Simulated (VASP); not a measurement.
```yaml
crystal:
  lattice:
    - [0.00000, 3.06000, 3.06000]
    - [3.06000, 0.00000, 3.06000]
    - [3.06000, 3.06000, 0.00000]
  atoms:
    - { symbol: Pb, position: [0.00000, 0.00000, 0.00000] }
    - { symbol: Se, position: [0.50000, 0.50000, 0.50000] }
```

Level of theory: vdW-DF-cx, VASP's PBE PAW potentials (set 64) (plane waves; VASP 6.6.1). Settings: 520 eV cut-off, Gaussian smearing of 0.050 eV, potentials Pb_d Se.

Unless said otherwise, spin-orbit coupling is left out, though it shifts the bands of the heavy elements here.

Task: Give the energies of bands 7 to 13 at the high-symmetry points, in eV from the valence-band maximum.

Result: 
```json
[
 {"band": "7", "Γ": "-6.34", "X": "-7.43", "U": "-8.08", "L": "-8.84", "W": "-8.06"},
 {"band": "8", "Γ": "-1.85", "X": "-4.98", "U": "-4.57", "L": "-1.44", "W": "-4.22"},
 {"band": "9", "Γ": "-1.85", "X": "-3.22", "U": "-2.71", "L": "-1.44", "W": "-4.22"},
 {"band": "10", "Γ": "-1.85", "X": "-3.22", "U": "-2.40", "L": "0.00", "W": "-0.77"},
 {"band": "11", "Γ": "4.67", "X": "3.68", "U": "3.38", "L": "0.26", "W": "1.86"},
 {"band": "12", "Γ": "4.67", "X": "5.58", "U": "4.00", "L": "1.67", "W": "4.94"},
 {"band": "13", "Γ": "4.67", "X": "5.58", "U": "5.43", "L": "1.67", "W": "4.94"}
]
```

The gap is direct, 0.26 eV, from the valence maximum at L to the conduction minimum at L.

The compound is PbSe in the rock salt structure. The cell was not relaxed at this level.
